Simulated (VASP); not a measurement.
The input files of a VASP run:

File POSCAR:
```
SnS2
1
    1.8267818885    -3.1640793221    -0.0000000000
    1.8267818885     3.1640793221     0.0000000000
    0.0000000000    -0.0000000000     6.0174658960
Sn S
1 2
Direct
  0.0000000000   0.0000000000   0.0000000000
  0.3333330000   0.6666670000   0.2449533768
  0.6666670000   0.3333330000   0.7550466232
```

**INCAR**
```
! general
SYSTEM   =  SnS2
PREC     =  Accurate
ENCUT    =  480
LREAL    =  .False.
LASPH    =  .True.

! electronic loop
EDIFF    =  1E-7
NELM     =  100
ALGO     =  Normal
LMAXMIX  =  4

! smearing
ISMEAR   =  0
SIGMA    =  0.05

! functional
GGA      =  PS

! ions
IBRION   =  2
NSW      =  40
ISIF     =  3
EDIFFG   =  -0.01
PSTRESS  =  20

! output
LWAVE    =  .False.
LCHARG   =  .False.
```

**KPOINTS**
```
Automatic mesh
0
Gamma
6 6 4
0 0 0
```

POTCAR, in this order: Sn_d S (PBE.64 set). Program: vasp_std.

Question: Translate this PBEsol calculation to Quantum ESPRESSO's pw.x.

Answer: One equivalent input (not run):
```
&CONTROL
  calculation = 'vc-relax'
  pseudo_dir = './pseudo'
  outdir = './out'
  tprnfor = .true.
  tstress = .true.
  nstep = 40
  forc_conv_thr = 0.00039
/
&SYSTEM
  ibrav = 0
  nat = 3
  ntyp = 2
  ecutwfc = 72
  occupations = 'smearing'
  smearing = 'gaussian'
  degauss = 0.003675
  input_dft = 'pbesol'
/
&ELECTRONS
  conv_thr = 7.3e-09
  electron_maxstep = 100
/
&IONS
/
&CELL
  press = 20
/
ATOMIC_SPECIES
  Sn 118.710 Sn.upf
  S 32.060 S.upf
CELL_PARAMETERS angstrom
     1.8267819   -3.1640793   -0.0000000
     1.8267819    3.1640793    0.0000000
     0.0000000   -0.0000000    6.0174659
ATOMIC_POSITIONS crystal
  Sn   0.0000000  0.0000000  0.0000000
  S    0.3333330  0.6666670  0.2449534
  S    0.6666670  0.3333330  0.7550466
K_POINTS automatic
  6 6 4 0 0 0
```
The two are equivalent in intent, not identical: the potentials are each code's own (VASP's PAW set, PseudoDojo norm-conserving files in pw.x), so ENCUT and ecutwfc are chosen apart and not converted; conv_thr bounds pw.x's estimated SCF error, while EDIFF bounds the energy change between steps; forc_conv_thr acts on force components and is met together with etot_conv_thr.

The compound is SnS2 in the 1T layered structure. This run relaxes it under an external pressure of 2 GPa. Symmetry was kept, so distortions that lower it aren't found.
